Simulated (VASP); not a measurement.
An input for Ansatz (written as the equivalent of a VASP run, and not itself run):

Ansatz 0.2 input:
```yaml
crystal:
  lattice:
    - [1.6211649, -4.5572250, 0.0000000]
    - [1.6211649, 4.5572250, 0.0000000]
    - [0.0000000, 0.0000000, 3.2512774]
  atoms:
    - { symbol: P, position: [0.1213601, 0.8786399, 0.0004664] }
    - { symbol: P, position: [0.3786399, 0.6213601, 0.5004664] }
    - { symbol: P, position: [0.6213601, 0.3786399, 0.4995336] }
    - { symbol: P, position: [0.8786399, 0.1213601, 0.9995336] }
kpoints:
  mp_grid: { grid: [10, 10, 9] }
hamiltonian:
  xc: pbesol
  pseudopotentials: { kind: paw }
scf:
  occupations: { method: methfessel_paxton, width: 0.1 }
  max_iter: 100
relax:
  max_steps: 40
  f_tol: 0.02
  cell: { p_target: 45 }
output: { forces: true, stress: true, eigenvalues: true }
```

Task: Write the VASP files for the same calculation (PBEsol).

Result: This is not unique; one that fits is 
KPOINTS:
```
Automatic mesh
0
Gamma
10 10 9
0 0 0
```

### POSCAR
```
P
1
    1.6211648937    -4.5572249841     0.0000000000
    1.6211648937     4.5572249841     0.0000000000
    0.0000000000     0.0000000000     3.2512773914
P
4
Direct
  0.1213600618   0.8786399382   0.0004663699
  0.3786399382   0.6213600618   0.5004663699
  0.6213600618   0.3786399382   0.4995336301
  0.8786399382   0.1213600618   0.9995336301
```

INCAR:
```
# general
SYSTEM  = P
PREC    = Accurate
ENCUT   = 500
LREAL   = F
LASPH   = T

# electronic loop
EDIFF   = 1E-6
NELM    = 100
ALGO    = Normal

# smearing
ISMEAR  = 1
SIGMA   = 0.1

# functional
GGA     = PS

# ions
IBRION  = 2
NSW     = 40
ISIF    = 3
EDIFFG  = -0.02
PSTRESS = 450

# output
LWAVE   = F
LCHARG  = F
```

POTCAR, in this order: P (PBE.64 set). Program: vasp_std.

The two are equivalent in intent, not identical: each code has its own PAW files, so the cut-off isn't converted (ENCUT is set for VASP's; basis.ecutwfc is left out, and Ansatz then takes the one that its files recommend); Ansatz stops its SCF on the density residual and VASP on the energy change (EDIFF).

The compound is P in the black structure. This run relaxes it under an external pressure of 45 GPa. Symmetry was kept, so distortions that lower it aren't found.
